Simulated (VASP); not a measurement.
A convergence study with VASP on ZnS (zinc blende): one setting is varied, all else stays as given below, so the limit is that of these other settings. Each run relaxes cell and ions from the cell shown.

```
ZnS
1.0
    0.00000     2.70500     2.70500
    2.70500     0.00000     2.70500
    2.70500     2.70500     0.00000
Zn S
1 1
Direct
  0.00000   0.00000   0.00000
  0.25000   0.25000   0.25000
```

Calculation: PBE GGA, VASP's PBE PAW potentials (set 64) (plane waves; VASP). The tightest run used: 550 eV cut-off, 12×12×12 Γ-centred mesh, Gaussian smearing of 0.050 eV, potentials Zn S.

Gaps are read on the run's mesh, which can miss a band edge.

**Question.** The settings run are 2×2×2 mesh; 3×3×3 mesh; 4×4×4 mesh; 5×5×5 mesh; 6×6×6 mesh; 8×8×8 mesh; 9×9×9 mesh; 10×10×10 mesh; 11×11×11 mesh; 12×12×12 mesh. From which on does the relaxed volume stay within 0.05 Å³/atom of the tightest run?

**Answer.** From 5×5×5 mesh on: it is off by 0.020 there and by no more than 0.05 in any finer run, while 4×4×4 mesh is off by 0.081.
```csv
setting,relaxed volume (Å³/atom),E (eV/atom),gap on the mesh (eV),irreducible k-points,difference judged (Å³/atom)
2×2×2 mesh,21.829,-2.8387,1.535,3,1.626
3×3×3 mesh,20.547,-3.3216,1.903,4,0.344
4×4×4 mesh,20.285,-3.4038,1.983,8,0.081
5×5×5 mesh,20.224,-3.4207,2.003,10,0.020
6×6×6 mesh,20.209,-3.4247,2.009,16,0.005
8×8×8 mesh,20.204,-3.4261,2.010,29,0.000
9×9×9 mesh,20.203,-3.4262,2.011,35,0.000
10×10×10 mesh,20.204,-3.4263,2.011,47,0.000
11×11×11 mesh,20.204,-3.4263,2.011,56,0.000
12×12×12 mesh,20.204,-3.4263,2.011,72,0.000
```

Left out are rungs that failed or repeat a setting and relaxations that didn't move; long series are thinned to 24 rows.

The compound is ZnS in the zinc blende structure.
